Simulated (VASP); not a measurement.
# NaLaMnMoO6 (P-1) in VASP: a series of runs

One crystal, NaLaMnMoO6, is run at these levels: PBE; tasks: band structure, density of states.

All numbers are computed with VASP 6.6.1; they aren't measurements. Logs are shortened: lines on timing, memory, paths and dates and some standing lists are left out, and cuts for length are marked.

## Step 1: The crystal as given

The typed cell holds 20 atoms: a = 5.405 Å, b = 5.405 Å, c = 8.221 Å, α = 90.22°, β = 89.77°, γ = 89.19°.

The cell was built by a generator and needn't be a form met in nature.

## Step 2: Band structure, PBE, collinear spin, ferromagnetic start

Contents of POSCAR:

```
NaLaMnMoO6
1.0
    5.4052300000      0.0014200000      0.0014600000
    0.0745900000      5.4046000000     -0.0117500000
    0.0304100000     -0.0143300000      8.2207500000
Na La Mn Mo O
2 2 2 2 12
Direct
    0.5061900000      0.5065300000      0.2499900000
    0.4938100000      0.4934700000      0.7500100000
    0.0120700000      0.0123300000      0.2500100000
    0.9879300000      0.9876700000      0.7499900000
    0.5000000000      0.0000000000      0.0000000000
    0.0000000000      0.5000000000      0.5000000000
    0.0000000000      0.5000000000      0.0000000000
    0.5000000000      0.0000000000      0.5000000000
    0.9477800000      0.5427400000      0.2324600000
    0.0522200000      0.4572600000      0.7675400000
    0.2812100000      0.2800900000      0.0483000000
    0.7187900000      0.7199100000      0.9517000000
    0.2050700000      0.7990800000      0.9995200000
    0.7949300000      0.2009200000      0.0004800000
    0.4565200000      0.0517600000      0.7324800000
    0.5434800000      0.9482400000      0.2675200000
    0.2009700000      0.7948700000      0.4990200000
    0.7990300000      0.2051300000      0.5009800000
    0.2800700000      0.2811900000      0.4516900000
    0.7199300000      0.7188100000      0.5483100000
```

Contents of INCAR.step1:

```
SYSTEM = NaLaMnMoO6
PREC     = Accurate       ! precision mode
ENCUT    = 520            ! plane-wave cutoff, eV
EDIFF    = 1E-6           ! SCF threshold, eV
ISMEAR   = -1             ! smearing method
SIGMA    = 0.05           ! smearing width, eV
LREAL    = .FALSE.        ! projectors in reciprocal space
LASPH    = .TRUE.         ! aspherical terms in the spheres
NELM     = 100            ! most SCF steps
ALGO     = Normal         ! electronic algorithm
ISIF     = 2              ! what is computed and relaxed
LWAVE    = .FALSE.        ! write WAVECAR
LCHARG   = .TRUE.         ! write CHGCAR
ISPIN    = 2              ! spin polarisation
MAGMOM   = 0 0 0 0 4 4 1 1 0 0 0 0 0 0 0 0 0 0 0 0 ! initial moments
LORBIT   = 11             ! projections on sites
LMAXMIX  = 6              ! l up to which the mixer works
GGA      = PE             ! functional
NBANDS   = 101            ! bands
KPAR     = 4
```

Contents of KPOINTS.step1:

```
Automatic mesh
0
G
  5 5 4
  0 0 0
```

Contents of INCAR.step2:

```
SYSTEM = NaLaMnMoO6
PREC     = Accurate       ! precision mode
ENCUT    = 520            ! plane-wave cutoff, eV
EDIFF    = 1E-6           ! SCF threshold, eV
ISMEAR   = 0              ! smearing method
SIGMA    = 0.05           ! smearing width, eV
LREAL    = .FALSE.        ! projectors in reciprocal space
LASPH    = .TRUE.         ! aspherical terms in the spheres
NELM     = 100            ! most SCF steps
ALGO     = Normal         ! electronic algorithm
ISIF     = 2              ! what is computed and relaxed
LWAVE    = .FALSE.        ! write WAVECAR
LCHARG   = .FALSE.        ! write CHGCAR
ISPIN    = 2              ! spin polarisation
MAGMOM   = 0 0 0 0 4 4 1 1 0 0 0 0 0 0 0 0 0 0 0 0 ! initial moments
LORBIT   = 11             ! projections on sites
LMAXMIX  = 6              ! l up to which the mixer works
GGA      = PE             ! functional
NBANDS   = 101            ! bands
KPAR     = 4            
ICHARG   = 11             ! starting density
```

Contents of KPOINTS.step2:

```
path GYFHZIF1,H1Y1XGN,MG
20
line-mode
reciprocal
 0.0000000000  0.0000000000  0.0000000000  G
-0.4930572629  0.4930572629 -0.5029574428  Y

-0.4930572629  0.4930572629 -0.5029574428  Y
-0.4943458241  0.4943458241 -0.4999312018  F

-0.4943458241  0.4943458241 -0.4999312018  F
-0.4917687018  0.4917687018  0.4940163162  H

-0.4917687018  0.4917687018  0.4940163162  H
 0.0000000000  0.0000000000  0.5000000000  Z

 0.0000000000  0.0000000000  0.5000000000  Z
 0.5000000000  0.5000000000  0.5000000000  I

 0.5000000000  0.5000000000  0.5000000000  I
 0.4943458241  0.5056541759  0.4999312018  F1

 0.4917687018  0.5082312982 -0.4940163162  H1
 0.4930572629  0.5069427371 -0.4970425572  Y1

 0.4930572629  0.5069427371 -0.4970425572  Y1
 0.5000000000  0.5000000000  0.0000000000  X

 0.5000000000  0.5000000000  0.0000000000  X
 0.0000000000  0.0000000000  0.0000000000  G

 0.0000000000  0.0000000000  0.0000000000  G
 0.0000000000  0.5000000000 -0.5000000000  N

 0.0000000000  0.5000000000  0.0000000000  M
 0.0000000000  0.0000000000  0.0000000000  G
```

Potentials or basis: VASP PAW PBE potentials, release 64 (Na_pv, La, Mn_pv, Mo_sv, O).

On the command line:

```sh
> cat potpaw_PBE.64/Na_pv/POTCAR potpaw_PBE.64/La/POTCAR potpaw_PBE.64/Mn_pv/POTCAR potpaw_PBE.64/Mo_sv/POTCAR potpaw_PBE.64/O/POTCAR > POTCAR
> cp INCAR.step1 INCAR
> cp KPOINTS.step1 KPOINTS
> mpirun -np 4 vasp_std > vasp.out
> cp INCAR.step2 INCAR
> cp KPOINTS.step2 KPOINTS
> mpirun -np 4 vasp_std > vasp.out
```

OUTCAR:

```text
SYSTEM = NaLaMnMoO6
   PREC = Accurate
   ENCUT = 520
   EDIFF = 1E-6
   ISMEAR = 0
   LREAL = .FALSE.
   LASPH = .TRUE.
   NELM = 100
   ISIF = 2
   ISPIN = 2
   LORBIT = 11
   GGA = PE
   ICHARG = 11

 ion  position               nearest neighbor table
   1  0.506  0.507  0.250-
   2  0.494  0.493  0.750-
   3  0.012  0.012  0.250-  16 2.56  13 2.57  18 2.57   9 2.57  17 2.57  14 2.57  19 2.65  11 2.65
                             6 3.34   5 3.34   7 3.35   8 3.35   8 3.44   7 3.44
   4  0.988  0.988  0.750-  15 2.56  14 2.57  17 2.57  10 2.57  18 2.57  13 2.57  20 2.65  12 2.65
                             6 3.34   5 3.34   7 3.35   8 3.35   8 3.44   7 3.44
   5  0.500  0.000  0.000-  13 1.94  14 1.94  11 1.95  12 1.95  15 2.23  16 2.23   3 3.34   4 3.34

   6  0.000  0.500  0.500-  17 1.94  18 1.94  19 1.95  20 1.95   9 2.23  10 2.23   3 3.34   4 3.34

   7  0.000  0.500  0.000-   9 1.94  10 1.94  11 1.96  12 1.96  13 1.97  14 1.97   3 3.35   4 3.35
                             3 3.44   4 3.44
   8  0.500  0.000  0.500-  15 1.94  16 1.94  19 1.96  20 1.96  17 1.97  18 1.97   3 3.35   4 3.35
                             3 3.44   4 3.44
   9  0.948  0.543  0.232-   7 1.94   6 2.23   3 2.57
  10  0.052  0.457  0.768-   7 1.94   6 2.23   4 2.57
  11  0.281  0.280  0.048-   5 1.95   7 1.96   3 2.65
  12  0.719  0.720  0.952-   5 1.95   7 1.96   4 2.65
  13  0.205  0.799  1.000-   5 1.94   7 1.97   3 2.57   4 2.57
  14  0.795  0.201  0.000-   5 1.94   7 1.97   4 2.57   3 2.57
  15  0.457  0.052  0.732-   8 1.94   5 2.23   4 2.56
  16  0.543  0.948  0.268-   8 1.94   5 2.23   3 2.56
  17  0.201  0.795  0.499-   6 1.94   8 1.97   4 2.57   3 2.57
  18  0.799  0.205  0.501-   6 1.94   8 1.97   3 2.57   4 2.57
  19  0.280  0.281  0.452-   6 1.95   8 1.96   3 2.65
  20  0.720  0.719  0.548-   6 1.95   8 1.96   4 2.65

  LATTYP: Found a triclinic cell.
 ALAT       =    13.5556769823
 B/A-ratio  =     0.8865734070
 C/A-ratio  =     1.5096270682
 COS(alpha) =     0.0007744673
 COS(beta)  =     0.7019797213
 COS(gamma) =     0.7090881332

  Lattice vectors:

 A1 = (  -0.1795900000, -10.7948700000,  -8.1972500000)
 A2 = (   5.2560500000, -10.8077800000,   0.0249600000)
 A3 = ( -10.9458700000,  -5.3787800000, -16.4326700000)

Analysis of symmetry for initial positions (statically):
=====================================================================
 Subroutine PRICEL returns:
[... 210 lines left out ...]
  ext. energy  EPLUGINS =         0.00000000
  ---------------------------------------------------
  free energy    TOTEN  =      -156.77450947 eV

  energy without entropy =     -156.76239396  energy(sigma->0) =     -156.76845171

 E-fermi :   7.0930     XC(G=0): -11.1111

 val. band max:        7.0929910610   @ k =  -0.4933   0.4933  -0.5023
 cond. band min:       7.0931359632   @ k =  -0.4933   0.4933  -0.5025
 fundamental gap:      0.0001449022
 Fermi energy:         7.0930361921

 spin component 1

 k-point     1 :       0.0000    0.0000    0.0000
  band No.  band energies     occupation
      1     -56.2101      1.00000
      2     -56.1918      1.00000
      3     -41.6311      1.00000
      4     -41.5957      1.00000
      5     -41.5203      1.00000
      6     -41.3977      1.00000
[... 2293 lines left out ...]
     92       8.9627      0.00000
     93       9.5541      0.00000

 [... further k-points ...]

 spin component 2

 k-point     1 :       0.0000    0.0000    0.0000
  band No.  band energies     occupation
      1     -56.1842      1.00000
      2     -56.1444      1.00000
      3     -41.9761      1.00000
      4     -41.9366      1.00000
      5     -41.8201      1.00000
      6     -41.8006      1.00000
[... 2293 lines left out ...]
     92       8.7285      0.00000
     93       9.5535      0.00000

 [... further k-points ...]

 [bands above 93 left out]

------------------------ aborting loop because EDIFF is reached ----------------------------------------

  FORCE on cell =-STRESS in cart. coord.  units (eV):
  Direction    XX          YY          ZZ          XY          YZ          ZX
  --------------------------------------------------------------------------------------
  -------------------------------------------------------------------------------------
  Total      -19.5597827    -21.3852853    -16.9541377      2.1296488      2.3920065     -2.6393307
  in kB     -130.4935635   -142.6724480   -113.1099395     14.2080035     15.9583290    -17.6083585
  external PRESSURE =    -128.7586503 kB  Pullay stress =       0.0000000 kB

 VOLUME and BASIS-vectors are now :
 -----------------------------------------------------------------------------
  energy-cutoff  :      520.00
  volume of cell :      240.15
      direct lattice vectors                 reciprocal lattice vectors
     5.405230000  0.001420000  0.001460000     0.185006861 -0.002554815 -0.000688826
     0.074590000  5.404600000 -0.011750000    -0.000048696  0.185028943  0.000322713
     0.030410000 -0.014330000  8.220750000    -0.000032927  0.000264917  0.121643986

 POSITION                                       TOTAL-FORCE (eV/Angst)
 -----------------------------------------------------------------------------------
      2.78146      2.73473      2.04989         0.019920      0.017854     -0.015136
      2.72877      2.65696      6.16057        -0.019920     -0.017854      0.015136
      0.07376      0.06307      2.05514        -0.218730     -0.075302     -0.069900
      5.43647      5.32862      6.15532         0.218730      0.075302      0.069900
      2.70262      0.00071      0.00073         0.000000      0.000000      0.000000
      0.05250      2.69514      4.10450         0.000000      0.000000      0.000000
[... 12 lines left out ...]
      1.54855      1.51364      3.71034        -0.251369      0.121790      0.350125
      3.96168      3.87805      4.50012         0.251369     -0.121790     -0.350125
 -----------------------------------------------------------------------------------
    total drift:                                0.000000     -0.000000     -0.000000

  FREE ENERGIE OF THE ION-ELECTRON SYSTEM (eV)
  ---------------------------------------------------
  free  energy   TOTEN  =      -156.7745094701 eV

  energy  without entropy=     -156.7623939560  energy(sigma->0) =     -156.76845171

 total charge

# of ion       s       p       d       f       tot
--------------------------------------------------
    1        0.046   5.982   0.000   0.000   6.028
    2        0.046   5.982   0.000   0.000   6.028
    3        2.007   5.698   0.553   0.219   8.478
    4        2.007   5.698   0.553   0.219   8.478
    5        0.245   6.314   4.939   0.000  11.499
    6        0.246   6.316   4.882   0.000  11.444
[... 12 lines left out ...]
   19        1.563   3.445   0.000   0.000   5.008
   20        1.563   3.445   0.000   0.000   5.008
--------------------------------------------------
tot         28.057  90.055  18.311   0.439 136.862

 magnetization (x)

# of ion       s       p       d       f       tot
--------------------------------------------------
    1        0.000   0.000   0.000   0.000   0.000
    2        0.000   0.000   0.000   0.000   0.000
    3        0.000  -0.000   0.002   0.006   0.009
    4        0.000  -0.000   0.002   0.006   0.009
    5       -0.002  -0.002  -0.162   0.000  -0.166
    6       -0.002  -0.002  -0.168   0.000  -0.172
[... 12 lines left out ...]
   19       -0.000   0.000   0.000   0.000  -0.000
   20       -0.000   0.000   0.000   0.000  -0.000
--------------------------------------------------
tot         -0.003   0.117  -0.151   0.013  -0.024
```

Wall time 87 min (4 MPI ranks of Intel Xeon 6975P-C (Granite Rapids), shared host); peak memory 5.8 GiB.

Results:

```
Band gap along the path : none (metal or under the smearing width)
Net moment              : -0.54 μB per cell
```

Caveat: the log is that of the step along the path at fixed density, whose energy, stress, charges and moments have no meaning; spin-orbit coupling is left out, which moves the levels of the heavy elements; the moment fell far below its start of 4 μB, so a state of higher moment may lie lower in energy; semilocal functionals often make such compounds metallic where correlation or magnetic order opens a gap, which also shifts bond lengths.

[end of part 1 of 2]
